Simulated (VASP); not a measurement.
Given:

```yaml
crystal:
  lattice:
    - [1.50405, -2.60509, 0.00000]
    - [1.50405, 2.60509, 0.00000]
    - [0.00000, 0.00000, 5.85101]
  atoms:
    - { symbol: Cd, position: [0.33333, 0.66667, 0.25000] }
    - { symbol: Cd, position: [0.66667, 0.33333, 0.75000] }
```

All values below come from PBE GGA, VASP's PBE PAW potentials (set 64) (plane waves; VASP 6.6.1). Run with 480 eV cut-off, 14×14×6 Γ-centred mesh, first-order Methfessel-Paxton smearing of 0.10 eV, potentials Cd.

### Question
What does the run give for the energy per atom (σ→0), band gap (on the k-mesh) with the smallest direct gap where there is one?

### Answer

```
Quantity                                                     Value
------------------------  ----------------------------------------
band gap (on the k-mesh)  none (metal, semimetal or under 0.01 eV)
energy per atom (σ→0)                               -0.740 eV/atom
```

Only differences to runs with the same potentials and settings are physical.

The compound is Cd in the hcp structure. This cell was strained or had an atom moved on purpose.
